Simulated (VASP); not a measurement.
OSZICAR of a VASP run on PrAl3Cu (space group I4mm):

OSZICAR:
```
       N       E                     dE             d eps       ncg     rms          rms(c)
DAV:   1     0.176942658816E+03    0.17694E+03   -0.11136E+04  2850   0.131E+03
DAV:   2    -0.138022343535E+02   -0.19074E+03   -0.18490E+03  2942   0.316E+02
DAV:   3    -0.264984017483E+02   -0.12696E+02   -0.11978E+02  4000   0.834E+01
DAV:   4    -0.272488528316E+02   -0.75045E+00   -0.74483E+00  4801   0.171E+01
DAV:   5    -0.272679456957E+02   -0.19093E-01   -0.19041E-01  3862   0.248E+00    0.197E+01
DAV:   6    -0.333555097181E+02   -0.60876E+01   -0.17321E+02  3766   0.320E+02    0.167E+01
DAV:   7    -0.250247069107E+02    0.83308E+01   -0.33608E+01  3267   0.771E+01    0.618E+00
DAV:   8    -0.241112734327E+02    0.91343E+00   -0.74560E+00  4202   0.617E+01    0.229E+00
DAV:   9    -0.241077459034E+02    0.35275E-02   -0.69728E-01  4436   0.104E+01    0.656E-01
DAV:  10    -0.241041187895E+02    0.36271E-02   -0.17545E-02  4528   0.182E+00    0.428E-01
DAV:  11    -0.241008842785E+02    0.32345E-02   -0.14948E-02  4332   0.296E+00    0.443E-02
DAV:  12    -0.241009868319E+02   -0.10255E-03   -0.18665E-03  4491   0.513E-01    0.482E-02
DAV:  13    -0.241009614770E+02    0.25355E-04   -0.13525E-04  4491   0.205E-01    0.220E-02
DAV:  14    -0.241009625032E+02   -0.10262E-05   -0.86922E-06  3653   0.218E-02    0.146E-02
DAV:  15    -0.241009589829E+02    0.35203E-05   -0.16161E-05  4251   0.987E-02    0.128E-03
DAV:  16    -0.241009592165E+02   -0.23365E-06   -0.12354E-06  2027   0.724E-03
   1 F= -.24100959E+02 E0= -.24100920E+02  d E =-.117905E-03
```

### Question
Which electronic solver shows in the log?

### Answer
It is blocked Davidson (ALGO = Normal, or the opening steps of other solvers). The INCAR had ALGO = Normal.

### Question
Can the final energy be trusted as converged?

### Answer
The run converged. It stopped with EDIFF = 1E-6, NELM = 100 (PBEsol GGA, plane waves, VASP's PBE PAW potentials (set 64)). The 4f electrons are frozen in the core of the lanthanide potential, so 4f levels, which can set the real gap, and their magnetism are missing.

The structure comes from a computed database's PrAl3Cu entry (I4mm); how it stands against other phases isn't given here. The cell was not relaxed at this level. The run is one of a series of settings (GGA = PS against the base run), some of them coarse on purpose. The electron count is odd and the run is not spin-polarised, which forces a metal.
